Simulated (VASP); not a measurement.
Method: PBE GGA, VASP's PBE PAW potentials (set 64) (plane waves; VASP). Each cell was relaxed at this level.

Q: Which of these has an unstable (imaginary) mode at Γ?
A. BaTiO3, P4mm (99)
B. GaAs, F-43m (216)
C. KI, Fm-3m (225)
D. AlAs, F-43m (216)

A: A, BaTiO3, P4mm (99). Its optical Γ-point modes are 136i (×2), 151, 163 (×2), 274, 293 (×2), 371, 450 (×2), 571 cm⁻¹.
